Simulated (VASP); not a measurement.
An input for Quantum ESPRESSO's pw.x (written as the equivalent of a VASP run, and not itself run):

```
&CONTROL
  calculation = 'scf'
  pseudo_dir = './pseudo'
  outdir = './out'
  tprnfor = .true.
  tstress = .true.
/
&SYSTEM
  ibrav = 0
  nat = 2
  ntyp = 2
  ecutwfc = 82
  occupations = 'smearing'
  smearing = 'methfessel-paxton'
  degauss = 0.00735
  input_dft = 'pbe'
/
&ELECTRONS
  conv_thr = 7.3e-08
  electron_maxstep = 100
/
ATOMIC_SPECIES
  W 183.840 W.upf
  C 12.011 C.upf
CELL_PARAMETERS angstrom
     1.4550000   -2.5201340    0.0000000
     1.4550000    2.5201340    0.0000000
     0.0000000    0.0000000    2.8400000
ATOMIC_POSITIONS crystal
  W    0.0000000  0.0000000  0.0000000
  C    0.3333330  0.6666670  0.5000000
K_POINTS automatic
  13 13 12 0 0 0
HUBBARD {ortho-atomic}
U W-5d 4
```

Task: Write the VASP files for the same calculation (PBE+U).

Result: Several could match; the one computed here: 
### INCAR
```
SYSTEM = WC
PREC = Accurate
ENCUT = 520
EDIFF = 1E-6
NELM = 100
ALGO = Normal
LREAL = .FALSE.
LASPH = .TRUE.
ISMEAR = 1
SIGMA = 0.1
GGA = PE
LMAXMIX = 6
LWAVE = .FALSE.
LCHARG = .FALSE.
ISIF = 2
LDAU = .TRUE.
LDAUTYPE = 2
LDAUL = 2 -1
LDAUU = 4.0 0
LDAUJ = 0 0
LDAUPRINT = 1
LORBIT = 10
```

### KPOINTS
```
Automatic mesh
0
Gamma
13 13 12
0 0 0
```

### POSCAR
```
WC
1
    1.4550000000    -2.5201340000     0.0000000000
    1.4550000000     2.5201340000     0.0000000000
    0.0000000000     0.0000000000     2.8400000000
W C
1 1
Direct
  0.0000000000   0.0000000000   0.0000000000
  0.3333330000   0.6666670000   0.5000000000
```

POTCAR, in this order: W_sv C (PBE.64 set). Program: vasp_std.

What does not carry over: the potentials are each code's own (VASP's PAW set, PseudoDojo norm-conserving files in pw.x), so ENCUT and ecutwfc are chosen apart and not converted; conv_thr bounds pw.x's estimated SCF error, while EDIFF bounds the energy change between steps; the +U projectors differ (PAW spheres against orthogonalised atomic orbitals), so the same U acts differently.

The compound is WC in the wc structure. The cell was not relaxed at this level. The run is one of a series of settings (LDAU = .TRUE., LDAUJ = 0 0, LDAUL = 2 -1, LDAUTYPE = 2, LDAUU = 4.0 0 against the base run), some of them coarse on purpose.
